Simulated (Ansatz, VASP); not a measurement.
## Cross-check of Ta (linear Ta chain) between VASP and Ansatz

Aim: how closely do two programs agree when they are given the same cell, functional and k mesh? The structure shown is the end of the Ansatz relaxation below.

Program: Ansatz 0.2.0. Level of theory: plane waves, with VASP 6.6.1 beside it; single point at PBE. Results are calculated unless marked as measured.

### Step 1. Starting point

The cell holds 1 atom: 1 Ta. Cell: a = 7.500 Å, b = 7.500 Å, c = 2.424 Å, α = 90.0°, β = 90.0°, γ = 90.0°. Vacuum lies along a and b. The structure's axis is c.

### Step 2. Ansatz: relaxation, PBE

Ansatz runs on its default PAW (the set named soft_2) files.

This run makes the geometry at which the two programs are then compared.

The input, input.yaml:

```yaml
crystal:
  lattice:
    - [7.5, 0.0, 0.0]
    - [0.0, 7.5, 0.0]
    - [0.0, 0.0, 3.162]
  atoms:
    - { symbol: Ta, position: [0.5, 0.5, 0.0], spin: 2.0 }
magnetization:
  spin_polarized: true
kpoints:
  mp_grid: { grid: [1, 1, 26] }
scf:
  occupations: { method: fermi_dirac, width: 0.05 }
hamiltonian:
  xc: pbe
relax:
  cell: { fix: [a, b, alpha, beta, gamma] }
  max_steps: 60
```

Command:

```console
$ ansatz run input.yaml --threads 4 --pin off --max-ram 8192MiB --backend cpu --events-out ev --progress --plain --runs-dir out
```

Numbers of over 12 decimals in the logs are rounded to 6 here.

Log:

```text
Engine: ansatz 0.2.0, aarch64-unknown-linux-gnu
Pseudopotentials: kind: paw
Pseudopotential: Ta, paw, valence charge 13, recommended cutoff 420 eV (normal), Ta.paw.azcp
Functional definition: PBE
  parameter kappa = 0.804
  parameter beta = 0.066725
  exchange = pbe_x(kappa = kappa, mu = beta*pi^2/3)
  correlation = pbe_c(beta = beta)
Crystal: 1 atoms, lattice volume = 177.862 Å³
Basis set: ecut = 420 eV, 3507 PW (Γ), exchange–correlation on 108×108×48 points (8 copies of the dense FFT grid, shifted against one another)
Bands: 12, of which v1, the nominal top of the filled ones, is band 7 counted from 1 (6 counted from 0)
Symmetry: 16 space group operations
Space group: P4/mmm (ITA 123), of the structure as read, at distance tolerance 5.6e-5 Å
Magnetic group: BNS 123.339 (UNI 999), of the structure as read, at distance tolerance 5.6e-5 Å
k-points: 14 of 26
Non-local potential: Ta, projectors of the file, l = 0: 3, l = 1: 2, l = 2: 2, l = 3: 1
PAW form: soft (Blöchl's): semilocal exchange-correlation on the pseudo side does not see the compensation charge
PAW one-centre angular grid: Ta, 590 points (default); XC on 64 Gauss nodes
Initial density: superposition of atomic densities (neutral atoms: chi_scale 0, normalization atom)
Starting moments: Σ|m| = 2 μB on 1 of 1 site
Initial wavefunctions: pseudopotential atomic-orbital guess
Functional: x = pbe(κ = 0.804, μ = 0.219515), c = pbe(β = 0.066725)
SCF iter   1: F=—  HF=-9925.760650 eV  |F-HF|=—  |Δ(HF+E_count)|=         —  Δρ=8.31e-3 (↑5.11e-3 ↓8.31e-3)  dr2=4.31e-1  dr2_m=2.22e-2  M=2.386 μB ∫|m|=2.386 μB  β_m=0.30  ethr=3.10e-3  ⟨swp⟩=5.4  Hψ=1782  notcnv=0
Mixer restart at iter 1: flushing history
preconditioner: auto → LDOS  [metal: Δε(μ)=0.030 eV  Ē_g=3.083 eV  σ=0.050 eV  W_gap=0.15  n_scr=12 (ndim 8)  ℏωp=6.2 eV  f_vac=0.576  D(μ)=5.28/eV (n_scr^D=38)]
spin=Collinear: LDOS preconditioning applied to the charge; magnetization (m = ρ↑ − ρ↓) channel mixes plain (no charge-response kernel on spin).
SCF iter   2: F=—  HF=-9925.756014 eV  |F-HF|=—  |Δ(HF+E_count)|=   4.64e-3  Δρ=6.27e-3 (↑3.86e-3 ↓6.27e-3)  dr2=2.18e-1  dr2_m=1.82e-2  M=2.487 μB ∫|m|=2.487 μB  β_m=0.62  ethr=3.10e-3  ⟨swp⟩=1.4  Hψ=581  notcnv=0
SCF iter   3: F=—  HF=-9925.908426 eV  |F-HF|=—  |Δ(HF+E_count)|=         —  Δρ=9.58e-3 (↑9.58e-3 ↓9.04e-3)  dr2=6.07e-2  dr2_m=1.17e-1  M=3.514 μB ∫|m|=3.514 μB  β_m=0.62  ethr=1.67e-3  ⟨swp⟩=2.2  Hψ=554  notcnv=0  defer=4
Mixer restart at iter 3: flushing history
SCF iter   4: F=—  HF=-9925.952567 eV  |F-HF|=—  |Δ(HF+E_count)|=   4.41e-2  Δρ=4.83e-3 (↑4.83e-3 ↓3.95e-3)  dr2=1.98e-2  dr2_m=2.70e-2  M=3.644 μB ∫|m|=3.644 μB  β_m=0.81  ethr=4.67e-4  ⟨swp⟩=2.5  Hψ=669  notcnv=0  defer=4
SCF iter   5: F=—  HF=-9925.982927 eV  |F-HF|=—  |Δ(HF+E_count)|=   3.04e-2  Δρ=9.15e-4 (↑9.15e-4 ↓6.07e-4)  dr2=9.32e-4  dr2_m=7.00e-4  M=3.692 μB ∫|m|=3.692 μB  β_m=0.80  ethr=1.52e-4  ⟨swp⟩=3.0  Hψ=660  notcnv=0  defer=4
SCF iter   6: F=—  HF=-9925.983820 eV  |F-HF|=—  |Δ(HF+E_count)|=   8.94e-4  Δρ=2.38e-4 (↑2.38e-4 ↓2.36e-4)  dr2=2.20e-4  dr2_m=6.44e-5  M=3.692 μB ∫|m|=3.692 μB  β_m=0.90  ethr=7.17e-6  ⟨swp⟩=2.7  Hψ=650  notcnv=0  defer=5
SCF iter   7: F=—  HF=-9925.984236 eV  |F-HF|=—  |Δ(HF+E_count)|=   4.16e-4  Δρ=8.75e-5 (↑8.75e-5 ↓5.55e-5)  dr2=2.09e-5  dr2_m=5.39e-6  M=3.692 μB ∫|m|=3.692 μB  β_m=0.91  ethr=1.70e-6  ⟨swp⟩=2.4  Hψ=533  notcnv=0  defer=6
SCF iter   8: F=—  HF=-9925.984266 eV  |F-HF|=—  |Δ(HF+E_count)|=   2.98e-5  Δρ=1.20e-5 (↑1.20e-5 ↓8.38e-6)  dr2=2.64e-7  dr2_m=1.27e-7  M=3.693 μB ∫|m|=3.693 μB  β_m=0.96  ethr=1.60e-7  ⟨swp⟩=2.3  Hψ=506  notcnv=0  defer=6
SCF iter   9: F=—  HF=-9925.984267 eV  |F-HF|=—  |Δ(HF+E_count)|=   1.03e-6  Δρ=1.83e-6 (↑1.71e-6 ↓1.83e-6)  dr2=4.28e-9  dr2_m=2.58e-9  M=3.693 μB ∫|m|=3.693 μB  β_m=0.98  ethr=2.03e-9  ⟨swp⟩=2.7  Hψ=573  notcnv=0  defer=6
SCF iter  10: F=-9925.984267 eV  HF=-9925.984267 eV  |F-HF|=1.03e-9  |Δ(HF+E_count)|=   5.91e-8  Δρ=7.54e-7 (↑7.54e-7 ↓4.14e-7)  dr2=3.87e-10  dr2_m=4.86e-10  M=3.693 μB ∫|m|=3.693 μB  ethr=3.29e-11  ⟨swp⟩=1.4  Hψ=1035  notcnv=0
SCF 1 converged in 10 iterations: F = -9925.984267 eV  dr2 = 3.87e-10
  greatest PAW one-centre occupation: 0.999 electrons in one spin orbital (limit 2), on the Ta atom at site 0 (counted from 0), in its partial waves of l = 0
relax step   1: F+E_penalty+E_count = -9925.98426687 eV  Δ(F+E_penalty+E_count) = +0.000e0 eV  max|allowed force component| = 0.000e0 eV/Å  Δτ_max = 0.0000 Å  P = -1.387 GPa  Ω = 177.862 Å³  fix = [a, b, alpha, beta, gamma]  reactions: a -0.205, b -0.205 GPa  (10 SCF iters, dr2 threshold 1.00e-7 eV, accepted)
[...]
relax step   6: F+E_penalty+E_count = -9927.12878056 eV  Δ(F+E_penalty+E_count) = -7.699e-2 eV  max|allowed force component| = 0.000e0 eV/Å  Δτ_max = 0.0000 Å  P = +0.254 GPa  Ω = 134.509 Å³  energy of the carried Pulay correction = +1.404e-3 eV  fix = [a, b, alpha, beta, gamma]  reactions: a -0.289, b -0.289 GPa  (7 SCF iters, dr2 threshold 1.00e-7 eV, accepted)
[...]
relax step   7: F+E_penalty+E_count = -9927.13658422 eV  Δ(F+E_penalty+E_count) = -7.804e-3 eV  max|allowed force component| = 0.000e0 eV/Å  Δτ_max = 0.0000 Å  P = -0.175 GPa  Ω = 136.329 Å³  energy of the carried Pulay correction = +1.337e-3 eV  fix = [a, b, alpha, beta, gamma]  reactions: a -0.287, b -0.287 GPa  (7 SCF iters, dr2 threshold 1.00e-7 eV, accepted)
[...]
relax step   8: F+E_penalty+E_count = -9927.13618612 eV  Δ(F+E_penalty+E_count) = +3.981e-4 eV  max|allowed force component| = 0.000e0 eV/Å  Δτ_max = 0.0000 Å  P = -0.178 GPa  Ω = 136.329 Å³  fix = [a, b, alpha, beta, gamma]  reactions: a -0.289, b -0.289 GPa  stress off target by 4.25e-2 GPa on what of the cell is left free  SCF on the basis re-selected at this cell (its energy is not comparable with the rows above)  (6 SCF iters)
basis re-selected at this cell: Δ(F+E_penalty+E_count) = +3.981e-4 eV, ΔP = -0.003 GPa vs the last step (what re-selecting the basis moved, of the pressure what is left beyond the Pulay correction that the steps carried, after the strain that the cell walked since its last selection, with what the two solves' SCF thresholds leave and, on support functions, any second-order correction that the steps lacked; it is no measure of the basis error at this ecutwfc). The dense FFT grid was sized anew with the basis: this SCF ran on 54×54×18 points, the steps before it on 54×54×24, so part of this shift can come from that change (see relax.cell in the input reference). [rest of the remark cut]
SCF converged after 6 iterations
Magnetization: 1.1412 μB (7.0706 up, 5.9294 down)
Absolute magnetization: 1.1413 μB (∫|ρ↑−ρ↓|, with the PAW one-centre terms)
Spin contamination: 0.0019 ħ² per cell (⟨S²⟩ above its minimum at these occupations)
Per-site moments (μB) at R_I (Å): [(0.487218, 0.999746)]
Free energy (F): -9927.136186 eV
Harris-Foulkes:  -9927.136186 eV  (|F-HF|=7.28e-12)
Internal energy: -9927.120313 eV  (E = F + TS)
E sigma→0 (E₀):  -9927.128250 eV
Entropy (-TS):   -0.015873 eV (-15.873 meV/atom)
Fermi energy:    -0.842350 eV
--- Per-component energies (eV) ---
  E_band       = -361.044198
  E_kinetic    = 363.417724
  E_local      = -2366.705871  (includes V_loc(G=0)·N_el)
  E_nonlocal   = 17.154312
  E_hartree    = 968.063960
  E_xc         = -214.317450
  E_vxc        = -198.446754  (∫ρ·V_xc dr)
  E_paw        = -8396.692600  (= ΣΔE_a)
  E_vpaw       = -112.591781  (= ΣTr[D̂ρ^β])
  E_aug_tail   = 0.000158  (compensation charges beyond the density's cutoff)
  E_ewald      = -298.040546
  E_smearing   = -0.015873  (= −TS)
  E_closure    = -0.000000  (closes the sum)
  Σ components = -9927.136186   (vs F -9927.136186, Δ=0.00e0)
--- Forces (eV/Å), atoms counted from 1 ---
  atom   1  Ta     0.00000000     0.00000000     0.00000000
  max |Σ_I F_I| component: 1.01e-28 eV/Å
--- Stress (GPa, compression-positive) ---
       -0.288971       0.000000       0.000000
        0.000000      -0.288971       0.000000
        0.000000       0.000000       0.042456
  P = ⅓ Tr σ = -0.1785 GPa (-1.785 kbar)
--- Relaxed structure (7 steps of the walk, 7 accepted, 1 SCFs on fresh bases) ---
  F+E_penalty+E_count = -9927.13618612 eV   max|allowed force component| = 0.000e0 eV/Å   (the final SCF, on the basis selected at the relaxed cell)
  cell:  # Å, volume = 136.3290 Å³
    - [7.5, 0.0, 0.0]
    - [0.0, 7.5, 0.0]
    - [0.0, 0.0, 2.423627]
  atoms:
    - { symbol: Ta, position: [0.5, 0.5, 0.0] }
```

Reading the cycles: dr2 is the Hartree energy of the density residual (eV), the measure of convergence; HF is the Harris–Foulkes estimate of the energy, which meets the free energy F at convergence.

### Step 3. VASP: single point, PBE

The same cell, functional, mesh and smearing now go to VASP, with its own data sets.

Lines of VASP's logs that name or quote its potential files are left out, and so is its time.

The input, INCAR:

```
SYSTEM = Ta
PREC = Accurate
ENCUT = 500
EDIFF = 1E-06
NELM = 200
ISMEAR = -1
SIGMA = 0.05
LREAL = .FALSE.
ALGO = Normal
GGA = PE
NBANDS = 13
ISPIN = 2
MAGMOM = 0.49
LASPH = .TRUE.
LMAXMIX = 4
LORBIT = 11
LWAVE = .FALSE.
LCHARG = .FALSE.
ISIF = 2
GGA_COMPAT = .FALSE.
```

The input, POSCAR:

```
Ta
1.0
    7.5000000000      0.0000000000      0.0000000000
    0.0000000000      7.5000000000      0.0000000000
    0.0000000000      0.0000000000      2.4236265833
Ta
1
Direct
    0.5000000000      0.5000000000      0.0000000000
```

The input, KPOINTS:

```
Automatic mesh
0
Gamma
1 1 26
0 0 0
```

Potentials, in the order of the species: Ta_pv (PBE family, release 64).

Command:

```console
$ mpirun -np 1 vasp_std
```

Log:

```text
[banner, memory and clock lines left out]
running    1 mpi-ranks, on    1 nodes
 distrk:  each k-point on    1 cores,    1 groups
 distr:  one band on    1 cores,    1 groups

 POSCAR found type information on POSCAR Ta
 POSCAR found :  1 types and       1 ions
 LDA part: xc-table for (Slater+PW92), standard interpolation
 POSCAR, INCAR and KPOINTS ok, starting setup
 FFT: planning ... GRIDC
 FFT: planning ... GRID_SOFT
 FFT: planning ... GRID
 WAVECAR not read
 entering main loop
       N       E                     dE             d eps       ncg     rms          rms(c)
DAV:   1     0.293952535124E+02    0.29395E+02   -0.55293E+03   952   0.566E+02
DAV:   2    -0.487805982509E+01   -0.34273E+02   -0.30794E+02  1000   0.113E+02
DAV:   3    -0.725635890440E+01   -0.23783E+01   -0.21995E+01   980   0.228E+01
DAV:   4    -0.729143390749E+01   -0.35075E-01   -0.34928E-01   799   0.305E+00
DAV:   5    -0.729209470748E+01   -0.66080E-03   -0.66045E-03   915   0.385E-01    0.857E+00
DAV:   6    -0.679633716162E+01    0.49576E+00   -0.31097E-01   728   0.366E+00    0.478E+00
DAV:   7    -0.667043416550E+01    0.12590E+00   -0.25942E-01   768   0.330E+00    0.171E+00
DAV:   8    -0.669641401471E+01   -0.25980E-01   -0.31973E-02   748   0.100E+00    0.907E-01
DAV:   9    -0.669667083561E+01   -0.25682E-03   -0.68982E-03   783   0.561E-01    0.417E-01
DAV:  10    -0.669784455897E+01   -0.11737E-02   -0.10019E-03   728   0.217E-01    0.150E-01
[... 177 further cycles ...]
DAV: 188    -0.669988836975E+01    0.25063E-03   -0.50073E-05   803   0.465E-02    0.662E-02
DAV: 189    -0.669953150439E+01    0.35687E-03   -0.10249E-04   773   0.677E-02    0.579E-02
DAV: 190    -0.669918451179E+01    0.34699E-03   -0.11076E-04   821   0.696E-02    0.543E-02
DAV: 191    -0.669854848481E+01    0.63603E-03   -0.35216E-04   788   0.126E-01    0.585E-02
DAV: 192    -0.669829666881E+01    0.25182E-03   -0.63072E-05   822   0.509E-02    0.617E-02
DAV: 193    -0.669837243683E+01   -0.75768E-04   -0.99916E-06   728   0.219E-02    0.604E-02
DAV: 194    -0.669826757635E+01    0.10486E-03   -0.78981E-06   748   0.191E-02    0.623E-02
DAV: 195    -0.669818232590E+01    0.85250E-04   -0.55929E-06   823   0.156E-02    0.637E-02
DAV: 196    -0.669804007202E+01    0.14225E-03   -0.13374E-05   783   0.245E-02    0.662E-02
DAV: 197    -0.669803930759E+01    0.76443E-06   -0.65799E-07   624   0.494E-03
   1 F= -.66980393E+01 E0= -.66860820E+01  d E =-.239146E-01  mag=     0.5900
```

From OUTCAR (step 3):

```text
ion  position               nearest neighbor table
   1  0.500  0.500  0.000-

  LATTYP: Found a simple tetragonal cell.
 ALAT       =     7.5000000000
 C/A-ratio  =     0.3231502111

 Subroutine GETGRP returns: Found 16 space group operations
 (whereof 16 operations were pure point group operations)

The static configuration has the point symmetry D_4h.

 Found     14 irreducible k-points:

   k-points           NKPTS =     14   k-points in BZ     NKDIM =     14   number of bands    NBANDS=     13

   dimension x,y,z NGX =    56 NGY =   56 NGZ =   18
   dimension x,y,z NGXF=   112 NGYF=  112 NGZF=   36

   ENCUT  =  500.0 eV  36.75 Ry    6.06 a.u.  13.67 13.67  4.42*2*pi/ulx,y,z

   NELECT =      11.0000    total number of electrons

 k-points in reciprocal lattice and weights: Automatic mesh
   0.00000000  0.00000000  0.00000000       0.038
   0.00000000  0.00000000  0.03846154       0.077
   0.00000000  0.00000000  0.07692308       0.077
   0.00000000  0.00000000  0.11538462       0.077
   0.00000000  0.00000000  0.15384615       0.077
   0.00000000  0.00000000  0.19230769       0.077
   0.00000000  0.00000000  0.23076923       0.077
   0.00000000  0.00000000  0.26923077       0.077
   0.00000000  0.00000000  0.30769231       0.077
[...]
0.00000000  0.00000000  0.46153846       0.077
   0.00000000  0.00000000  0.50000000       0.038

 average (electrostatic) potential at core
       1 -45.5389

 E-fermi :  -2.6315

 spin component 1
 k-point     1 :       0.0000    0.0000    0.0000
  band No.  band energies     occupation
    ...
      3     -35.4897      1.00000
      4      -7.0523      1.00000
      5      -4.4934      1.00000
      6      -3.1315      0.99995
      7      -3.0649      0.99983
      8      -1.1119      0.00000
      9      -1.1119      0.00000
     10       1.0343      0.00000
     11       2.3745      0.00000
     12       3.1678      0.00000
    ...

 k-point     2 :       0.0000    0.0000    0.0385
  band No.  band energies     occupation
    ...
      3     -35.5413      1.00000
      4      -6.9326      1.00000
      5      -4.4408      1.00000
      6      -3.1064      0.99992
      7      -3.0392      0.99971
      8      -1.1316      0.00000
      9      -1.1316      0.00000
     10       1.0706      0.00000
     11       2.4082      0.00000
     12       2.9871      0.00000
    ...

 k-point     3 :       0.0000    0.0000    0.0769
  band No.  band energies     occupation
    ...
      3     -35.6912      1.00000
      4      -6.5867      1.00000
      5      -4.2764      1.00000
      6      -3.0315      0.99966
      7      -2.9627      0.99867
      8      -1.2043      0.00000
      9      -1.2043      0.00000
     10       1.1794      0.00000
     11       2.5094      0.00000
     12       2.6242      0.00000
    ...

 k-point     4 :       0.0000    0.0000    0.1154
  band No.  band energies     occupation
    ...
      3     -35.9262      1.00000
      4      -6.0567      1.00000
      5      -3.9772      1.00000
      6      -2.9089      0.99611
      7      -2.8372      0.98389
      8      -1.3677      0.00000
      9      -1.3677      0.00000
     10       1.3605      0.00000
     11       2.2709      0.00000
     12       2.2709      0.00000
    ...

 k-point     5 :       0.0000    0.0000    0.1538
  band No.  band energies     occupation
    ...
      3     -36.2264      1.00000
      4      -5.4206      1.00000
      5      -3.4956      1.00000
      6      -2.7417      0.90053
      7      -2.6661      0.66607
      8      -1.6616      0.00000
      9      -1.6616      0.00000
     10       1.6136      0.00000
     11       2.0503      0.00000
     12       2.0503      0.00000
    ...

 k-point     6 :       0.0000    0.0000    0.1923
  band No.  band energies     occupation
      1     -37.5292      1.00000
      2     -37.5292      1.00000
      3     -36.5690      1.00000
      4      -4.7789      1.00000
      5      -2.7729      0.94416
      6      -2.5350      0.12669
      7      -2.4544      0.02810
      8      -2.0888      0.00002
      9      -2.0888      0.00002
     10       1.9383      0.00000
    ...

  Total       -0.2594243     -0.2594243     -0.2945077     -0.0000000      0.0000000      0.0000000
  in kB       -3.0488283     -3.0488283     -3.4611383     -0.0000000      0.0000000      0.0000000
  external PRESSURE =      -3.1862650 kB  Pullay stress =       0.0000000 kB

  energy-cutoff  :      500.00
  volume of cell :      136.33
      direct lattice vectors                 reciprocal lattice vectors
     7.500000000  0.000000000  0.000000000     0.133333333  0.000000000  0.000000000
     0.000000000  7.500000000  0.000000000     0.000000000  0.133333333  0.000000000
     0.000000000  0.000000000  2.423626583     0.000000000  0.000000000  0.412604816

 POSITION                                       TOTAL-FORCE (eV/Angst)
 -----------------------------------------------------------------------------------
      3.75000      3.75000      0.00000         0.000000      0.000000      0.000000
 -----------------------------------------------------------------------------------
    total drift:                               -0.000000      0.000000      0.000000

  FREE ENERGIE OF THE ION-ELECTRON SYSTEM (eV)
  ---------------------------------------------------
  free  energy   TOTEN  =        -6.6980393076 eV

  energy  without entropy=       -6.6741247015  energy(sigma->0) =       -6.68608200

 total charge
# of ion       s       p       d       tot
------------------------------------------
    1        0.422   5.986   2.544   8.953

 magnetization (x)
# of ion       s       p       d       tot
------------------------------------------
    1        0.006   0.007   0.378   0.391

[... 6 further parts left out ...]
```

### Step 4. Comparison

Known differences besides the potentials themselves: VASP starts from the moments at which Ansatz ended; the data sets hold 13 valence electrons in Ansatz (on its default PAW (the set named soft_2) files) and 11 in VASP; the cutoff is 420 eV in Ansatz and 500 eV in VASP; Ansatz's pressure holds a Pulay correction, VASP's none; site moments are counted in spheres of each program's own size. Total energies have different zeros and are not compared.

Both answers:

```
          quantity  Ansatz   VASP  difference
    pressure (GPa)   -0.18  -0.32       +0.14
 total moment (μB)    1.14   0.59       +0.55
moment on Ta1 (μB)    0.49   0.39       +0.10
```

VASP's last cycles still show a density residual of 7e-03, so its state may not be settled. The two runs ended with unlike total or site moments, perhaps in different magnetic states; the other differences may follow from that, so they don't measure the programs' precision.

### Step 5. Summary of results

```json
{
 "difference in total moment (single point, PBE)": "0.55 μB"
}
```

The difference in total moment is 0.55 μB (single point, PBE). The data sets hold unlike numbers of valence electrons (13 in Ansatz and 11 in VASP), so part of the differences comes from the potentials. The runs of the single point, PBE pair ended with unlike moments, so it says little about numerical agreement. What causes the difference of the single point, PBE pair stays open here. How closely two codes agree says nothing of how well the functional describes the real material.

[Lines on the potential files, build, host, timing and source positions are cut from VASP's logs without a mark.]

[Logs are printed without paths, hosts, clocks, repeated set-up lines and the standing remarks that a program may print on its own settings, such as how far it seeks lower states.]

[Hosts, paths, dates, database ids (printed as entryN), source tags and the programs' standing remarks are cut or masked in the printed files.]
